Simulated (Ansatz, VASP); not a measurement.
One calculation of YV, two programs

```xyz
2
Lattice="3.1928 0.0000 0.0000 0.0000 3.1928 0.0000 0.0000 0.0000 4.2577" Properties=species:S:1:pos:R:3 pbc="T T T"
V     0.0000    0.0000    0.0000
Y     1.5964    1.5964    2.1288
```

Alike in both runs: functional PBE; k mesh 14 × 14 × 10; occupations gaussian, width 0.1 eV; no spin polarisation.

Ansatz relaxed the structure, and its values are those at the end. VASP's run is a single point on that final structure, the one shown.

```csv
,VASP,Ansatz
version,VASP 6.6.1,Ansatz 0.2.0
potentials or method,"VASP PAW PBE potentials, release 64 (V_sv, Y_sv)","scalar-relativistic, plane waves, PAW"
plane-wave cutoff (eV),520,420
valence electrons in the cell,24,24
```

|  | VASP | Ansatz | Ansatz less VASP |
| --- | --- | --- | --- |
| gap on the k mesh at the Fermi level (eV) | none | none | - |
| pressure (GPa) | 0.0 | 0.0 | +0.05 |

A gap of «none» marks a metal or a gap that the smearing closes. The functional is the same, so the differences come from potentials, cutoffs and numerics.
